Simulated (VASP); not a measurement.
## HfPb: structure and properties in VASP

Aim: relax HfPb, then compute properties on the relaxed cell. The steps: relaxing cell and atoms (r2SCAN), second relaxation, density, ELF and potential (r2SCAN), band structure (r2SCAN), total and projected DOS (r2SCAN), vibrations at Γ (r2SCAN) and field gradients at the nuclei (r2SCAN). The cell is invented: it takes the structure of COD entry 9012004, Pb (space group 225 there), with some of its atoms replaced by other elements, volume scaled by an estimate. It may not be a known or stable phase.

Method: r2SCAN; plane waves and PAW (Pb_d, Hf_pv); invented cell, in VASP 6.6.1.

This is a report of a sequence of runs, with most program output left out.

**1. The starting structure**

Before any relaxation, the start is as follows. The structure is tetragonal, space group P4/mmm (No. 123). The conventional cell has a = 3.351 Å, b = 3.351 Å, c = 4.739 Å, α = 90.00°, β = 90.00°, γ = 90.00°. Pb has 8 Hf at 3.35 Å and 4 Pb at 3.35 Å nearest. Nearest to Hf lie 8 Pb at 3.35 Å and 4 Hf at 3.35 Å. It derives from Pb. it takes the structure of COD entry 9012004, Pb (space group 225 there), with some of its atoms replaced by other elements, volume scaled by an estimate. Farther neighbours are not listed.

**2. Relaxing cell and atoms (r2SCAN)**

The start need not lie at this functional's minimum. ISIF = 3 frees volume, shape and positions, and EDIFFG sets the threshold on forces and stress at which the search stops. r2SCAN adds the kinetic-energy density, costs more than a GGA and is run with LASPH.

INCAR reads:

```
SYSTEM = HfPb
PREC = Accurate
ENCUT = 400
EDIFF = 1E-06
NELM = 100
ISMEAR = 0
SIGMA = 0.05
LREAL = .FALSE.
ALGO = Normal
METAGGA = R2SCAN
LASPH = .TRUE.
LORBIT = 11
LWAVE = .FALSE.
LCHARG = .FALSE.
IBRION = 2
NSW = 60
ISIF = 3
EDIFFG = -0.01
```

POSCAR reads:

```
HfPb
1.0
    3.3508010000      0.0000000000      0.0000000000
    0.0000000000      3.3508010000      0.0000000000
    0.0000000000      0.0000000000      4.7387480000
Pb Hf
1 1
Direct
    0.0000000000      0.0000000000      0.0000000000
    0.5000000000      0.5000000000      0.5000000000
```

KPOINTS reads:

```
Automatic mesh
0
Gamma
8 8 6
0 0 0
```

PAW data sets: Pb_d and Hf_pv (PBE family, release 64).

Command:

```sh
$ mpirun -np 1 vasp_std
```

The job ended after 15 min (1 MPI rank of AMD EPYC 7R43, shared host; peak memory 0.17 GiB).

The k-mesh is coarse for a metal. Harder data sets than Hf_pv exist (the GW ones), and pressures, volumes and forces can shift noticeably with them. The PAW data sets were made with PBE, which is usual practice but a small mismatch for other functionals. After so large a change of volume the plane waves of the start cell no longer fit, so the final stress carries a basis-set error. The run keeps the 16 symmetry operations of its start, so it cannot find a distortion of lower symmetry.

Relaxation path:

```csv
step,energy less that of the first step (eV),largest force (eV/Å),pressure (GPa),volume (Å³)
1,0.0000,0.0000,-9.24,53.21
2,-0.0825,0.0000,11.43,42.24
3,-0.2189,0.0000,0.05,46.61
4,-0.2190,0.0000,0.30,46.48
5,-0.2340,0.0000,0.36,46.39
6,-0.2464,0.0000,0.44,46.20
7,-0.2465,0.0000,0.45,46.18
8,-0.2465,0.0000,0.46,46.19
9,-0.2459,0.0000,-0.73,46.75
10,-0.2468,0.0000,0.02,46.39
```

```csv
"conventional cell, symmetrised",before,after,change
a (Å),3.351,3.289,-1.8 %
b (Å),3.351,3.289,-1.8 %
c (Å),4.739,4.288,-9.5 %
volume (Å³/atom),26.60,23.19,-12.8 %
```

The relaxed structure:

```
Pb Hf
1.0
     3.28914    0.00000    0.00000
     0.00000    3.28914    0.00000
     0.00000    0.00000    4.28785
Pb Hf
1 1
Direct
  0.00000 0.00000 0.00000
  0.50000 0.50000 0.50000
```

This step gave:

| Quantity | Value |
| --- | --- |
| electrons | 24 |
| bands | 16 |
| irreducible k-points | 60 |
| symmetry operations | 16 |
| free energy (TOTEN) | -101.2902 eV |
| energy at zero smearing | -101.2895 eV |
| Fermi energy | 7.880 eV |
| pressure | 0.01736 GPa |
| metallic | yes |
| SCF cycles over all ionic steps | 78 |

It ends with forces that vanish by symmetry and a pressure of 0.02 GPa.

**3. Second relaxation**

The basis stayed that of the start cell while the cell moved. A rerun from the cell reached resets it; the error of the finite cutoff stays.

INCAR is that of step 2.

POSCAR reads:

```
HfPb
1.0
    3.2891436265      0.0000000000      0.0000000000
    0.0000000000      3.2891436265      0.0000000000
    0.0000000000      0.0000000000      4.2878538950
Pb Hf
1 1
Direct
    0.0000000000      0.0000000000      0.0000000000
    0.5000000000      0.5000000000      0.5000000000
```

KPOINTS is that of step 2.

Command:

```sh
$ mpirun -np 1 vasp_std
```

The job ended after 2.3 min (1 MPI rank; peak memory 0.13 GiB).

Little changed from the start: no atom moved by 0.005 Å and no cell edge by 0.1 %.

Numbers from this step:

| Property | Result |
| --- | --- |
| free energy (TOTEN) | -101.2881 eV |
| energy at zero smearing | -101.2874 eV |
| pressure | -0.04603 GPa |
| SCF cycles over all ionic steps | 13 |

It ends with forces that vanish by symmetry and a pressure of -0.05 GPa. The volume moved by under 0.01 %: the run met its threshold at the first step.

**4. Density, ELF and potential (r2SCAN)**

The relaxed cell gets a fresh self-consistent run, on a basis set for its own volume, to fix the density and to check the remaining stress.

Edit INCAR of step 3 so:

```diff
@@ -13,6 +13,5 @@
 LWAVE = .FALSE.
-LCHARG = .FALSE.
-IBRION = 2
-NSW = 60
-ISIF = 3
-EDIFFG = -0.01
+LCHARG = .TRUE.
+ISIF = 2
+LELF = .TRUE.
+LVHAR = .TRUE.
```

POSCAR is that of step 3.

KPOINTS is that of step 3.

Command:

```sh
$ mpirun -np 1 vasp_std
```

It took 2.1 min on 1 MPI rank; peak memory 0.13 GiB.

This step gave:

```yaml
scf_cycles: 13
```

Valence electrons inside each PAW sphere by angular momentum. Sphere charges, by row:

```csv
atom,s (e),p (e),d (e),tot (e)
Pb1,1.251,1.121,9.809,12.18
Hf2,0.32,6.275,1.548,8.144
```

Electrostatic potential energy in the ac plane at fractional y = 0.000, with atoms of Pb within 0.2 Å of it. With pseudopotentials it is smooth inside the atoms' cores, unlike the true potential.

Ten even steps from '_' (-88 eV) to '@' (2 eV):
```
______::==##@@@@@@@@@@@@##==::____
____..--++%%@@@@@@@@@@@@%%++--..__
..::--++##%%@@@@@@@@@@@@%%##++--::
==++**##%%@@@@@@@@@@@@@@@@%%##**++
####%%%%@@@@@@@@@@@@@@@@@@@@%%%%##
@@@@@@@@@@@@@@@@@@@@@@@@@@@@@@@@@@
@@@@@@@@@@@@@@@@@@@@@@@@@@@@@@@@@@
@@@@@@@@@@@@@@@@@@@@@@@@@@@@@@@@@@
@@@@@@@@@@@@@@@@@@@@@@@@@@@@@@@@@@
@@@@@@@@@@@@@@@@@@@@@@@@@@@@@@@@@@
@@@@@@@@@@@@@@@@@@@@@@@@@@@@@@@@@@
@@@@@@@@@@@@@@@@@@@@@@@@@@@@@@@@@@
@@@@@@@@@@@@@@@@@@@@@@@@@@@@@@@@@@
@@@@@@@@@@@@@@@@@@@@@@@@@@@@@@@@@@
@@@@@@@@@@@@@@@@@@@@@@@@@@@@@@@@@@
@@@@@@@@@@@@@@@@@@@@@@@@@@@@@@@@@@
####%%%%@@@@@@@@@@@@@@@@@@@@%%%%##
==++**##%%@@@@@@@@@@@@@@@@%%##**++
..::--++##%%@@@@@@@@@@@@%%##++--::
____..--++%%@@@@@@@@@@@@%%++--..__
______::==##@@@@@@@@@@@@##==::____
______..==##@@@@@@@@@@@@##==..____
```
Columns run along a (3.3 Å; values clipped at the 3rd and 97th percentile), rows up along c (4.3 Å). Atoms in or near the plane, at fractional coordinates: Pb at (0.00, 0.00).

ELF in the ac plane at fractional y = 0.000, with atoms of Pb within 0.2 Å of it. It is the smooth field of the valence electrons, not physical close to the nuclei.

Ten even steps from '0' (0.08) to '9' (0.59):
```
10037743333477300
00257744334477520
33577654444567753
77887555555557887
87766666666666677
66666776666776666
66677777777777766
66666677887766666
44445678998765444
33334578998754333
23334579999754333
33334578998754333
44445678998765444
66666677887766666
66677777777777766
66666776666776666
87766666666666677
77887555555557887
33577654444567753
00257744334477520
10037743333477300
91036753333576301
```
Columns run along a (3.3 Å), rows up along c (4.3 Å). Atoms in or near the plane, at fractional coordinates: Pb at (0.00, 0.00).

Valence density in the ac plane at fractional y = 0.000, with atoms of Pb within 0.2 Å of it. It is the smooth field of the valence electrons, not physical close to the nuclei.

Ten even steps from '_' (0.1 e/Å³) to '@' (8.4 e/Å³):
```
%%%%**--..________________..--**%%
**++==::..________________..::==++
==--::..____________________..::--
::....________________________....
__________________________________
__________________________________
__________________________________
__________________________________
__________________________________
__________________________________
__________________________________
__________________________________
__________________________________
__________________________________
__________________________________
__________________________________
__________________________________
::....________________________....
==--::..____________________..::--
**++==::..________________..::==++
%%%%**--..________________..--**%%
@@%%**==::________________::==**%%
```
Columns run along a (3.3 Å), rows up along c (4.3 Å). Atoms in or near the plane, at fractional coordinates: Pb at (0.00, 0.00).

In this run the pressure is -0.05 GPa, small enough to go on.

**5. Band structure (r2SCAN)**

The mesh alone shows little of the dispersion and can miss band extrema, so KPOINTS_OPT adds a path through the symmetry points after the self-consistent cycle.

Edit INCAR of step 4 so:

```diff
@@ -13,5 +13,2 @@
 LWAVE = .FALSE.
-LCHARG = .TRUE.
-ISIF = 2
-LELF = .TRUE.
-LVHAR = .TRUE.
+LCHARG = .FALSE.
```

POSCAR is that of step 4.

KPOINTS is that of step 4.

KPOINTS_OPT reads:

```
Line mode
16
Line-mode
Reciprocal
  0.00000000   0.00000000   0.00000000 GAMMA
  0.00000000   0.50000000   0.00000000 X

  0.00000000   0.50000000   0.00000000 X
  0.50000000   0.50000000   0.00000000 M

  0.50000000   0.50000000   0.00000000 M
  0.00000000   0.00000000   0.00000000 GAMMA

  0.00000000   0.00000000   0.00000000 GAMMA
  0.00000000   0.00000000   0.50000000 Z

  0.00000000   0.00000000   0.50000000 Z
  0.00000000   0.50000000   0.50000000 R

  0.00000000   0.50000000   0.50000000 R
  0.50000000   0.50000000   0.50000000 A

  0.50000000   0.50000000   0.50000000 A
  0.00000000   0.00000000   0.50000000 Z

  0.00000000   0.50000000   0.00000000 X
  0.00000000   0.50000000   0.50000000 R

  0.50000000   0.50000000   0.00000000 M
  0.50000000   0.50000000   0.50000000 A
```

Command:

```sh
$ mpirun -np 1 vasp_std
```

Wall time 4.9 min (1 MPI rank); peak memory 0.15 GiB.

Spin-orbit coupling is off here; with elements this heavy it splits and shifts levels by tenths of an eV or more.

The electronic bands at the labelled points (eV, zero at the Fermi level; # counts the bands kept):

```csv
point,#1,#2,#3,#4,#5,#6
Γ,-12.57,-2.33,-1.59,-1.47,2.74,2.74
0.47 of the way,-11.66,-2.56,-2.12,-1.69,0.95,2.14
X,-9.44,-6.49,-2.73,-1.14,1.15,2.83
0.47 of the way,-8.89,-5.39,-1.81,-0.61,0.01,1.34
M,-7.71,-2.97,-2.97,-0.79,0.28,0.28
0.53 of the way,-10.83,-2.04,-1.84,-1.66,-0.15,1.37
Γ,-12.57,-2.33,-1.59,-1.47,2.74,2.74
0.47 of the way,-12.11,-5.06,-1.48,0.07,1.44,1.44
Z,-11.29,-7.08,-1.50,0.72,0.72,0.90
0.47 of the way,-10.72,-5.92,-1.59,-1.04,1.42,1.43
R,-9.50,-4.49,-3.06,-2.32,1.94,2.07
0.47 of the way,-8.71,-4.30,-3.40,-0.69,0.19,2.07
A,-6.48,-4.18,-4.18,-3.84,2.08,3.01
0.47 of the way,-9.71,-4.51,-2.38,-0.07,0.30,1.00
Z,-11.29,-7.08,-1.50,0.72,0.72,0.90
jump to X,-9.44,-6.49,-2.73,-1.14,1.15,2.83
0.47 of the way,-9.47,-5.83,-2.87,-1.31,1.51,2.75
R,-9.50,-4.49,-3.06,-2.32,1.94,2.07
jump to M,-7.71,-2.97,-2.97,-0.79,0.28,0.28
0.53 of the way,-7.20,-3.75,-3.75,-2.07,0.16,1.83
A,-6.48,-4.18,-4.18,-3.84,2.08,3.01
```

Of the projections kept (Pb, Hf), the largest for each band there; the rest of the weight can lie on other orbitals:

```csv
point,#1,#2,#3,#4,#5,#6
Γ,Pb 0.86,Hf 0.86,Pb 0.63,Hf 0.97,Hf 0.97,Hf 0.97
X,Pb 0.91,Pb 0.55,Hf 0.62,Hf 0.98,Hf 0.86,Hf 1.00
M,Pb 0.88,Pb 0.72,Pb 0.72,Hf 0.83,Hf 0.91,Hf 0.91
Γ,Pb 0.86,Hf 0.86,Pb 0.63,Hf 0.97,Hf 0.97,Hf 0.97
Z,Pb 0.91,Hf 0.61,Hf 1.00,Hf 0.74,Hf 0.74,Hf 0.95
R,Pb 0.90,Pb 0.72,Pb 0.50,Hf 0.91,Hf 0.97,Hf 0.97
```

There is no gap at this level.

**6. Total and projected DOS (r2SCAN)**

Here the states are counted by energy and projected on the atoms. The mesh is finer than in the run before.

Edit INCAR of step 5 so:

```diff
@@ -5,3 +5,3 @@
 NELM = 100
-ISMEAR = 0
+ISMEAR = -5
 SIGMA = 0.05
@@ -14 +14,2 @@
 LCHARG = .FALSE.
+NEDOS = 2001
```

POSCAR is that of step 5.

KPOINTS reads:

```
Automatic mesh
0
Gamma
12 12 9
0 0 0
```

Command:

```sh
$ mpirun -np 1 vasp_std
```

The job ended after 6.7 min (1 MPI rank; peak memory 0.18 GiB).

With tetrahedra the forces and stress of a metal are not exact derivatives of the energy.

Numbers from this step:

| Quantity | Value |
| --- | --- |
| irreducible k-points | 140 |
| free energy (TOTEN) | -101.3057 eV |
| Fermi energy | 7.950 eV |
| pressure | -0.4044 GPa |
| DOS at the Fermi level | 0.4362 states/eV/cell |

The density of states has structure finer than the step of the table below, so its rows give means over 0.5 eV, whole bins alone (the curve runs from -12.0 to 2.45 eV). Peaks (eV: height): total -1.51: 2.06, -1.15: 1.86, 0.34: 2.28, 1.69: 2.91; Hf d -1.51: 0.976, -1.15: 0.812, 0.34: 0.994, 1.69: 1.60; Pb p -4.23: 0.296, -3.24: 0.354, 0.34: 0.178, 1.69: 0.176; Hf p -3.24: 0.146, -0.63: 0.0832, 0.34: 0.134, 2.05: 0.168; Pb s -9.57: 0.555, 2.09: 0.0922.

States under -12.0 eV and over 2.5 eV are left out. Table of density of states by energy, zero at the Fermi level; means over each step; values in states/eV/cell:

```csv
energy (eV),total,Hf d,Pb p,Hf p,Pb s
-11.5,0.377,0.00167,0.00461,0.0111,0.196
-11.0,0.477,0.00473,0.00805,0.0161,0.254
-10.5,0.511,0.00865,0.0108,0.0167,0.277
-10.0,0.607,0.0150,0.0128,0.0187,0.340
-9.5,0.745,0.0245,0.0134,0.0208,0.433
-9.0,0.409,0.0156,0.0107,0.0101,0.239
-8.5,0.282,0.0129,0.00801,0.00553,0.168
-8.0,0.200,0.0109,0.00503,0.00243,0.122
-7.5,0.0834,0.00421,0.00222,4.9e-4,0.0535
-7.0,0.0426,0.00133,0.00400,3.0e-4,0.0153
-6.5,0.0911,0.00288,0.0164,0.00233,0.00154
-6.0,0.235,0.0106,0.0483,0.00757,0.00468
-5.5,0.378,0.0202,0.0811,0.0165,0.00948
-5.0,0.588,0.0376,0.130,0.0318,0.0159
-4.5,0.929,0.0746,0.221,0.0578,0.0241
-4.0,1.02,0.142,0.252,0.0505,0.0229
-3.5,1.17,0.179,0.276,0.0947,0.0216
-3.0,1.29,0.242,0.308,0.108,0.0189
-2.5,1.11,0.268,0.257,0.0682,0.0183
-2.0,0.798,0.219,0.155,0.0463,0.0214
-1.5,1.38,0.553,0.136,0.0661,0.0301
-1.0,1.78,0.764,0.148,0.0773,0.0300
-0.5,1.06,0.419,0.108,0.0539,0.0234
0.0,0.645,0.266,0.0602,0.0318,0.0196
0.5,1.76,0.772,0.143,0.0949,0.0417
1.0,1.94,0.977,0.142,0.0852,0.0400
1.5,2.60,1.42,0.157,0.123,0.0626
2.0,2.28,1.27,0.0866,0.150,0.0856
```

The finer mesh and the other smearing move the Fermi level by +0.07 eV from the 8×8×6 run, one measure of the sampling error in the zero of the bands above. Of the states within 0.3 eV of the Fermi level, the largest shares in the PAW spheres are Hf d 42 %, Pb p 9 % and Hf p 5 %. The rest lies in smaller channels or between the spheres.

**7. Vibrations at Γ (r2SCAN)**

Zone-centre modes test whether the atoms sit at a minimum within this cell. IBRION = 6 takes the force constants from differences of forces between displaced cells, so the forces must be tight.

INCAR reads:

```
SYSTEM = HfPb
PREC = Accurate
ENCUT = 400
EDIFF = 1E-08
NELM = 100
ISMEAR = 0
SIGMA = 0.05
LREAL = .FALSE.
ALGO = Normal
METAGGA = R2SCAN
LASPH = .TRUE.
LORBIT = 11
LWAVE = .FALSE.
LCHARG = .FALSE.
IBRION = 6
NFREE = 2
POTIM = 0.015
ISIF = 2
NSW = 1
```

POSCAR is that of step 6.

KPOINTS reads:

```
Automatic mesh
0
Gamma
8 8 6
0 0 0
```

Command:

```sh
$ mpirun -np 1 vasp_std
```

Elapsed: 21 min, on 1 MPI rank; peak memory 0.22 GiB.

The run was stopped at its time limit, by a STOPCAR file.

More ranks or a longer limit would be the way on.

**8. Field gradients at the nuclei (r2SCAN)**

Field gradients probe how far the charge around each nucleus departs from cubic symmetry; LASPH keeps the non-spherical terms inside the spheres.

INCAR reads:

```
SYSTEM = HfPb
PREC = Accurate
ENCUT = 400
EDIFF = 1E-07
NELM = 100
ISMEAR = 0
SIGMA = 0.05
LREAL = .FALSE.
ALGO = Normal
METAGGA = R2SCAN
LASPH = .TRUE.
LORBIT = 11
LWAVE = .FALSE.
LCHARG = .FALSE.
LEFG = .TRUE.
```

POSCAR is that of step 7.

KPOINTS is that of step 7.

Command:

```sh
$ mpirun -np 1 vasp_std
```

Wall time 2.3 min (1 MPI rank); peak memory 0.13 GiB.

This step gave:

```yaml
scf_cycles: 14
irreducible_k_points: 60
free_energy_toten: -101.2881 eV
fermi_energy: 7.880 eV
pressure: -0.04916 GPa
```

Electric field gradients, by row:

```csv
atom,Vxx (V/Å²),Vyy (V/Å²),Vzz (V/Å²),asymmetry
Pb1,193.8,193.8,-387.6,0
Hf2,-42.91,-42.91,85.81,0
```

The largest gradient, -387.56 V/Å², sits on Pb1; the stable nuclei of Pb have no quadrupole moment in their ground state, so NMR and NQR don't see it.

**9. Outcome**

| Quantity | Value |
| --- | --- |
| relaxed volume | 23.19 Å³/atom |
| relaxed conventional cell a, b, c | 3.289, 3.289, 4.288 Å |
| space group after relaxing, within 0.02 Å | P4/mmm (No. 123) |
| band gap | none, a metal |
| DOS at the Fermi level | 0.436 states/eV/cell |
| largest field gradient Vzz | -387.56 V/Å² on Pb1 |

With r2SCAN, HfPb relaxes to 23.19 Å³/atom in space group P4/mmm (held by the symmetry of the run) and comes out as a metal. Not obtained: vibrations at Γ (r2SCAN), because the run hit its time limit. Band structure (r2SCAN): Of the bands kept, 2 cross the Fermi level on this path. Spin-orbit coupling is left out, and with elements this heavy it would split and shift bands near the Fermi level. The k-sampling is coarse for a metal, so the Fermi level, pressures and the shape of the cell carry errors. No search among competing phases was made. All values are for a static lattice at zero temperature.

[Lines on the potential files, build, host, timing and source positions are cut from VASP's logs without a mark.]

[Logs are printed without paths, hosts, clocks, repeated set-up lines and the standing remarks that a program may print on its own settings, such as how far it seeks lower states.]

[Hosts, paths, dates, database ids (printed as entryN), source tags and the programs' standing remarks are cut or masked in the printed files.]

[A measured line is paired with the nearest computed mode of its activity, which favours agreement.]
